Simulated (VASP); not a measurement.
Level of theory: PBE GGA, VASP's PBE PAW potentials (set 64) (plane waves; VASP 6.6.1).

VASP input:

**KPOINTS**
```
Automatic mesh
0
Gamma
5 5 5
0 0 0
```

**POSCAR**
```
Ir2Au
3.5775420
  0.0000000000   1.0000000000   1.0000000000
  1.0000000000   0.0000000000   1.0000000000
  1.0000000000   1.0000000000   0.0000000000
Ir Au
4 2
Cart
  0.2500000000   0.2500000000   0.2500000000
  0.2500000000   0.7500000000   0.7500000000
  0.7500000000   0.2500000000   0.7500000000
  0.7500000000   0.7500000000   0.2500000000
  1.5000000000   1.5000000000   1.5000000000
  1.0000000000   1.0000000000   1.0000000000
```

**INCAR**
```
ALGO  =  Normal   # blocked Davidson
ENCUT  =  300   # plane-wave cut-off (eV)
LASPH  =  .True.   # aspherical one-centre terms
EDIFF  =  1E-6   # SCF stop (eV)
GGA  =  PE   # PBE
ISMEAR  =  -1
NELM  =  100   # most electronic steps
LCHARG  =  .False.
LMAXMIX  =  6   # l cut-off of mixed one-centre charges
SIGMA  =  0.1   # width (eV)
ISIF  =  2
PREC  =  Accurate
LREAL  =  .False.   # projection in real space or not
LWAVE  =  .False.
SYSTEM  =  Ir2Au
```

POTCAR, in this order: Ir Au (PBE.64 set). Program: vasp_std.

The run wrote:

**OSZICAR**
```
       N       E                     dE             d eps       ncg     rms          rms(c)
DAV:   1     0.404836272344E+03    0.40484E+03   -0.19834E+04   680   0.109E+03
DAV:   2    -0.114834963619E+02   -0.41632E+03   -0.40422E+03   696   0.394E+02
DAV:   3    -0.387478816163E+02   -0.27264E+02   -0.25655E+02   940   0.903E+01
DAV:   4    -0.396925296157E+02   -0.94465E+00   -0.93453E+00   820   0.176E+01
DAV:   5    -0.397178715129E+02   -0.25342E-01   -0.25303E-01   822   0.242E+00    0.371E+01
DAV:   6    -0.379633352312E+02    0.17545E+01   -0.86227E+00   732   0.236E+01    0.222E+01
DAV:   7    -0.376928181039E+02    0.27052E+00   -0.49000E+00   966   0.258E+01    0.891E+00
DAV:   8    -0.374290845765E+02    0.26373E+00   -0.11146E+00   952   0.109E+01    0.255E+00
DAV:   9    -0.374225465524E+02    0.65380E-02   -0.83308E-02   780   0.215E+00    0.436E-01
DAV:  10    -0.374207116688E+02    0.18349E-02   -0.10755E-02   926   0.108E+00    0.967E-02
DAV:  11    -0.374207702603E+02   -0.58591E-04   -0.64314E-04   750   0.180E-01    0.388E-02
DAV:  12    -0.374207638363E+02    0.64240E-05   -0.43242E-05   926   0.716E-02    0.119E-02
DAV:  13    -0.374207646400E+02   -0.80368E-06   -0.65589E-06   730   0.217E-02
   1 F= -.37420765E+02 E0= -.37261897E+02  d E =-.317736E+00
```

### OUTCAR
```
------------------------ aborting loop because EDIFF is reached ----------------------------------------
  FORCE on cell =-STRESS in cart. coord.  units (eV):
  Direction    XX          YY          ZZ          XY          YZ          ZX
  --------------------------------------------------------------------------------------
  Total       14.9283227     14.9283227     14.9283227      0.0000000      0.0000000      0.0000000
  in kB      261.1784726    261.1784726    261.1784726      0.0000000      0.0000000      0.0000000
  external PRESSURE =     261.1784726 kB  Pullay stress =       0.0000000 kB
  volume of cell :       91.58
      direct lattice vectors                 reciprocal lattice vectors
     0.000000000  3.577542000  3.577542000    -0.139760763  0.139760763  0.139760763
     3.577542000  0.000000000  3.577542000     0.139760763 -0.139760763  0.139760763
     3.577542000  3.577542000  0.000000000     0.139760763  0.139760763 -0.139760763
 POSITION                                       TOTAL-FORCE (eV/Angst)
 -----------------------------------------------------------------------------------
      0.89439      0.89439      0.89439         0.000000     -0.000000     -0.000000
      0.89439      2.68316      2.68316         0.000000     -0.000000     -0.000000
      2.68316      0.89439      2.68316         0.000000     -0.000000     -0.000000
      2.68316      2.68316      0.89439         0.000000     -0.000000     -0.000000
      5.36631      5.36631      5.36631        -0.000000     -0.000000     -0.000000
      3.57754      3.57754      3.57754         0.000000      0.000000      0.000000
 -----------------------------------------------------------------------------------
    total drift:                                0.000000      0.000000      0.000000
  FREE ENERGIE OF THE ION-ELECTRON SYSTEM (eV)
  ---------------------------------------------------
  free  energy   TOTEN  =       -37.4207646400 eV

  energy  without entropy=      -37.1030288246  energy(sigma->0) =      -37.26189673
```
(Selected blocks of OUTCAR.)

OUTCAR:
```
 val. band max:        9.6357426309   @ k =   0.2000   0.0000   0.0000

 cond. band min:       9.7074908569   @ k =  -0.2000   0.2000   0.0000


 Fermi energy:         9.6745998353

 k-point     1 :       0.0000    0.0000    0.0000
  band No.  band energies     occupation
      1      -0.9926      2.00000
      2       1.1070      2.00000
      3       2.5293      2.00000
      4       2.5293      2.00000
      5       2.5293      2.00000
      6       4.1578      2.00000
      7       4.1578      2.00000
      8       4.1578      2.00000
      9       4.3085      2.00000
     10       4.3085      2.00000
     11       4.6607      2.00000
     12       4.6607      2.00000
     13       5.5135      2.00000
     14       5.5135      2.00000
     15       5.5135      2.00000
     16       6.0010      2.00000
     17       6.0010      2.00000
     18       6.0010      2.00000
     19       6.2189      2.00000
     20       6.2189      2.00000
     21       9.2344      1.97580
     22       9.2344      1.97580
     23       9.2344      1.97580
     24       9.5798      1.44139
     25       9.5798      1.44139
     26       9.5798      1.44139
     27      10.0051      0.07079
     28      10.1210      0.02276
     29      10.1210      0.02276
     30      12.5367      0.00000
     31      12.5367      0.00000
     32      12.5367      0.00000
     33      12.7057      0.00000
     34      12.7057      0.00000

 k-point     2 :       0.2000    0.0000    0.0000
  band No.  band energies     occupation
      1      -0.5171      2.00000
      2       1.4484      2.00000
      3       2.7195      2.00000
      4       2.7450      2.00000
      5       2.7450      2.00000
      6       3.6153      2.00000
      7       4.1006      2.00000
      8       4.1006      2.00000
      9       4.4818      2.00000
     10       4.4818      2.00000
     11       4.8811      2.00000
     12       4.8811      2.00000
     13       5.3870      2.00000
     14       5.5667      2.00000
...
```

At this cut-off the stress carries a Pulay error, which pulls relaxed volumes low. Unless said otherwise, spin-orbit coupling is left out, though it shifts the bands of the heavy elements here.

The structure was generated: Ir2Au was put into an ordered model structure, which need not be its known phase. The cell was not relaxed at this level, and its volume differs by -5.9 % from the start's. The k-mesh is coarse (spacing up to 0.30 per Å, 2π included), so the numbers may not be converged in it.
